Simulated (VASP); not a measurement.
Consider the following.

```
K
1.0
   -2.58757     2.58757     2.58757
    2.58757    -2.58757     2.58757
    2.58757     2.58757    -2.58757
K
1
Direct
  0.00000   0.00000   0.00000
```

The numbers are results of r2SCAN+rVV10, VASP's PBE PAW potentials (set 64) (plane waves; VASP), not measurements. Run with 520 eV cut-off, 10×10×10 Γ-centred mesh, first-order Methfessel-Paxton smearing of 0.10 eV, potentials K_sv.

### Question
What does the run give for the energy per atom (σ→0), band gap (on the k-mesh) with the smallest direct gap where there is one?

### Answer

```yaml
band gap (on the k-mesh): none (metal, semimetal or under 0.01 eV)
energy per atom (σ→0): -5.697 eV/atom
```

The compound is K in the bcc structure. This cell is one point of a volume scan, at 0.94 of the reference volume.
